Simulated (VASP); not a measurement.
**Zr3S2: single point with PBEsol**

The system is Zr3S2.

```
CELL_PARAMETERS angstrom
2.90254 1.67578 3.48777
-2.90254 1.67578 3.48777
0.00000 -3.35156 3.48777
ATOMIC_POSITIONS crystal
Zr 0.84516 0.49576 0.14686
Zr 0.49626 0.16190 0.84770
Zr 0.14023 0.85679 0.49747
S 0.65685 0.66433 0.66125
S 0.33267 0.34574 0.33784
```

The cell comes from a database or a generator and needn't be the stable form of this composition.

The cell isn't the ideal one: atoms moved at random, drawn with an rms of 0.05 Å.

```
Program             : VASP 6.6.1
Task                : single point
Functional          : PBEsol
Potentials or basis : VASP PAW PBE potentials, release 64 (Zr_sv, S)
Cutoff              : 520 eV
k mesh              : 6 × 6 × 6
Occupations         : fermi-dirac, width 0.05 eV
Spin                : no spin polarisation
```

```yaml
Pressure: -5.5 GPa
Largest_force: 0.881 eV/Å
Band_gap_on_the_k_mesh: none (metal or under the smearing width)
```

Forces in eV/Å, atoms in the order of the input:
```
Zr  -0.530 -0.613  0.303
Zr  -0.100  0.510 -0.384
Zr   0.864  0.029  0.171
S   -0.233  0.174 -0.046
S    0.000 -0.101 -0.043
```

Stress tensor (GPa, compression positive):
```
-6.05 -0.05  0.21
-0.05 -5.09  0.63
 0.21  0.63 -5.41
```

Levels at points of the mesh, in eV from the Fermi level:
```tsv
k point	band 22	band 23	band 24	band 25	band 26	band 27
(0.00, 0.00, 0.00)	-1.94	0.08	0.11	0.64	0.77	1.90
(0.50, 0.00, 0.00)	-1.08	-0.90	-0.59	0.01	0.83	1.65
(0.00, 0.50, 0.00)	-1.09	-0.86	-0.68	0.00	0.91	1.63
(0.00, 0.00, 0.50)	-1.14	-0.89	-0.67	0.00	0.78	1.65
(0.50, 0.50, 0.00)	-1.31	-0.76	-0.34	-0.14	0.96	1.84
(0.50, 0.00, 0.50)	-1.26	-0.82	-0.28	-0.19	1.02	1.83
(0.00, 0.50, 0.50)	-1.29	-0.83	-0.23	-0.19	1.00	1.86
(0.50, 0.50, 0.50)	-0.56	-0.21	-0.13	0.29	0.35	1.06
```

Run time: 2.3 min on 2 MPI ranks on Intel(R) Xeon(R) Platinum 8488C (Sapphire Rapids), on a shared host, peak memory 0.38 GiB a rank.

Caveat: the PAW data sets were made with another functional, which shifts forces and pressure a little.
